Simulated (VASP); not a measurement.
Input:

```
Li
1.0
   -1.71299     1.71299     1.71299
    1.71299    -1.71299     1.71299
    1.71299     1.71299    -1.71299
Li
1
Direct
  0.00000   0.00000   0.00000
```

Level of theory: PBEsol GGA, VASP's PBE PAW potentials (set 64) (plane waves; VASP). Run with 520 eV cut-off, Gaussian smearing of 0.050 eV, potentials Li_sv.

Give the energies of bands 2 to 4 at the high-symmetry points, in eV from the Fermi level.

```json
[
 {"band": "2", "Γ": "-3.60", "H": "5.52", "N": "0.21", "P": "3.37"},
 {"band": "3", "Γ": "14.69", "H": "5.52", "N": "3.26", "P": "3.37"},
 {"band": "4", "Γ": "14.69", "H": "5.53", "N": "10.40", "P": "3.37"}
]
```

It has no gap at this level: it comes out as a metal or semimetal.

The structure comes from a measured Li entry (Im-3m) of the Crystallography Open Database, whose conditions weren't checked. It was relaxed first, which changed the volume by -7 %.
